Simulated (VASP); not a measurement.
Runs of VASP 6.6.1 on LiBe. The typed cell holds 4 atoms: a = 3.976 Å, b = 3.976 Å, c = 3.976 Å, α = 60.00°, β = 60.00°, γ = 60.00°. The cell comes from a database or a generator and needn't be the stable form of this composition.

```tsv
task	level	potentials or basis	cell	cutoff (eV)	smearing	gap on the mesh (eV)	pressure (GPa)	largest force (eV/Å)
electrostatic potential	RPBE+D3	VASP PAW PBE potentials, release 64 (Li_GW, Be_GW)	all atoms moved at random, sigma 0.05 Å a component	550	fermi-dirac 0.1 eV	none	(a)	0.58
relaxation of cell and atoms	PBE	VASP PAW PBE potentials, release 64 (Li_sv, Be)	relaxed from: all atoms moved at random, sigma 0.05 Å a component	600	methfessel-paxton 0.2 eV	none	-0.1	-
relaxation of the atoms	PBEsol	VASP PAW PBE potentials, release 64 (Li_sv, Be)	atoms relaxed from: all atoms moved at random, sigma 0.05 Å a component	520	methfessel-paxton 0.2 eV	none	-	-
single point	PBE	VASP PAW PBE potentials, release 64 (Li_sv, Be)	all atoms moved at random, sigma 0.05 Å a component	520	fermi-dirac 0.05 eV	none	-	0.62
```

Alike in all rows: no spin polarisation; k mesh 8 × 8 × 8.

Q: Fill in the values left out.

A: (a) -0.6.

Caveats: the cutoff is under 1.25 times the usual one of these potentials, so pressure, stress and relaxed cells hold a basis-set (Pulay) error (some runs); the PAW data sets were made with another functional, which shifts forces and pressure a little (some runs); pairwise dispersion overbinds metals, which lowers pressure and volume (some runs).

A gap of «none» marks a metal or a gap under the smearing width.

The runs don't all hold the same shells in valence.
